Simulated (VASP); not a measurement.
Method: PBE GGA, VASP's PBE PAW potentials (set 64) (plane waves; VASP 6.6.1).

The input files of a VASP run:

**KPOINTS**
```
Regular mesh
0
Gamma
 10 10 10
```

POSCAR:
```
SbPd
2.9347590
  0.0000000000   1.0000000000   1.0000000000
  1.0000000000   0.0000000000   1.0000000000
  1.0000000000   1.0000000000   0.0000000000
Sb Pd
1 1
Cart
  0.0000000000   0.0000000000   0.0000000000
  1.0000000000   1.0000000000   1.0000000000
```

**INCAR**
```
# general
SYSTEM  = SbPd
PREC    = Accurate
ENCUT   = 400
LREAL   = .FALSE.
LASPH   = .FALSE.

# electronic loop
EDIFF   = 1E-6
NELM    = 100
ALGO    = Normal
LMAXMIX = 4

# smearing
ISMEAR  = 1
SIGMA   = 0.1

# functional
GGA     = PE

# ions
ISIF    = 2

# output
LWAVE   = .FALSE.
LCHARG  = .FALSE.
```

POTCAR, in this order: Sb Pd (PBE.64 set). Program: vasp_std.

The resulting files:

OSZICAR:
```
       N       E                     dE             d eps       ncg     rms          rms(c)
DAV:   1     0.555413929860E+02    0.55541E+02   -0.51162E+03  1042   0.874E+02
DAV:   2    -0.772237154298E+01   -0.63264E+02   -0.57589E+02  1163   0.185E+02
DAV:   3    -0.957478207934E+01   -0.18524E+01   -0.18236E+01  1153   0.347E+01
DAV:   4    -0.959050414037E+01   -0.15722E-01   -0.15718E-01  1169   0.348E+00
DAV:   5    -0.959074840447E+01   -0.24426E-03   -0.24426E-03  1177   0.472E-01    0.345E+00
DAV:   6    -0.953716352761E+01    0.53585E-01   -0.19517E-01  1106   0.464E+00    0.176E+00
DAV:   7    -0.952194625544E+01    0.15217E-01   -0.80843E-02  1055   0.245E+00    0.116E+00
DAV:   8    -0.951572641691E+01    0.62198E-02   -0.34859E-02  1088   0.197E+00    0.235E-01
DAV:   9    -0.951570445585E+01    0.21961E-04   -0.63513E-04  1112   0.206E-01    0.947E-02
DAV:  10    -0.951573823046E+01   -0.33775E-04   -0.63721E-05  1157   0.716E-02    0.125E-02
DAV:  11    -0.951573998447E+01   -0.17540E-05   -0.60692E-06  1147   0.276E-02    0.442E-03
DAV:  12    -0.951573934339E+01    0.64108E-06   -0.70901E-07   607   0.793E-03
   1 F= -.95157393E+01 E0= -.95154357E+01  d E =-.910829E-03
```

**OUTCAR**
```
------------------------ aborting loop because EDIFF is reached ----------------------------------------
  FORCE on cell =-STRESS in cart. coord.  units (eV):
  Direction    XX          YY          ZZ          XY          YZ          ZX
  --------------------------------------------------------------------------------------
  Total       -3.4577064     -3.4577064     -3.4577064      0.0000000      0.0000000      0.0000000
  in kB     -109.5850646   -109.5850646   -109.5850646      0.0000000      0.0000000      0.0000000
  external PRESSURE =    -109.5850646 kB  Pullay stress =       0.0000000 kB
  volume of cell :       50.55
      direct lattice vectors                 reciprocal lattice vectors
     0.000000000  2.934759000  2.934759000    -0.170371741  0.170371741  0.170371741
     2.934759000  0.000000000  2.934759000     0.170371741 -0.170371741  0.170371741
     2.934759000  2.934759000  0.000000000     0.170371741  0.170371741 -0.170371741
 POSITION                                       TOTAL-FORCE (eV/Angst)
 -----------------------------------------------------------------------------------
      0.00000      0.00000      0.00000         0.000000      0.000000      0.000000
      2.93476      2.93476      2.93476         0.000000      0.000000      0.000000
 -----------------------------------------------------------------------------------
    total drift:                                0.000000      0.000000      0.000000
  FREE ENERGIE OF THE ION-ELECTRON SYSTEM (eV)
  ---------------------------------------------------
  free  energy   TOTEN  =        -9.5157393434 eV

  energy  without entropy=       -9.5148285144  energy(sigma->0) =       -9.51543573
```
(Selected blocks of OUTCAR.)

The structure was generated: SbPd was put into the rocksalt type (Fm-3m), which need not be its known phase. The cell was not relaxed at this level. The run is one of a series of settings (LASPH = .FALSE. against the base run), some of them coarse on purpose. The electron count is odd and the run is not spin-polarised, which forces a metal.
